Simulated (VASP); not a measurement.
OSZICAR of a VASP run on PtC (relaxed from the CsCl type structure, space group Pm-3m):

### OSZICAR
```
       N       E                     dE             d eps       ncg     rms          rms(c)
DAV:   1     0.545183119110E+02    0.54518E+02   -0.73109E+03  2784   0.119E+03
DAV:   2    -0.108904303680E+02   -0.65409E+02   -0.61042E+02  2912   0.224E+02
DAV:   3    -0.129018933040E+02   -0.20115E+01   -0.19687E+01  3016   0.380E+01
DAV:   4    -0.129155351547E+02   -0.13642E-01   -0.13677E-01  3029   0.350E+00
DAV:   5    -0.129156325964E+02   -0.97442E-04   -0.97859E-04  3042   0.297E-01    0.172E+01
DAV:   6    -0.122931980814E+02    0.62243E+00   -0.19561E+01  3198   0.349E+01    0.152E+01
DAV:   7    -0.113731415085E+02    0.92006E+00   -0.32634E+00  2902   0.156E+01    0.691E+00
DAV:   8    -0.113616616328E+02    0.11480E-01   -0.20170E-01  2809   0.359E+00    0.169E+00
DAV:   9    -0.113522566205E+02    0.94050E-02   -0.31030E-02  2944   0.151E+00    0.474E-01
DAV:  10    -0.113517044696E+02    0.55215E-03   -0.31663E-03  2952   0.448E-01    0.785E-02
DAV:  11    -0.113517658074E+02   -0.61338E-04   -0.20716E-04  3181   0.122E-01    0.166E-02
DAV:  12    -0.113517603302E+02    0.54772E-05   -0.85571E-06  3001   0.277E-02    0.705E-03
DAV:  13    -0.113517681275E+02   -0.77973E-05   -0.14493E-06  2962   0.113E-02    0.215E-03
DAV:  14    -0.113517674344E+02    0.69303E-06   -0.23650E-08  1674   0.161E-03    0.446E-04
DAV:  15    -0.113517674897E+02   -0.55285E-07   -0.95684E-09  1563   0.920E-04
   1 F= -.11351767E+02 E0= -.11351767E+02  d E =0.000000E+00
```

Q: Which electronic solver shows in the log?

A: It is blocked Davidson (ALGO = Normal, or the opening steps of other solvers). The INCAR had ALGO = Normal.

Q: Can the final energy be trusted as converged?

A: The run converged. It stopped with EDIFF = 1E-7, NELM = 100 (PBE GGA, plane waves, VASP's PBE PAW potentials (set 64)).

The structure was generated: PtC was put into the CsCl type type (Pm-3m), which need not be its known phase. It was relaxed first, which changed the volume by +6 %.
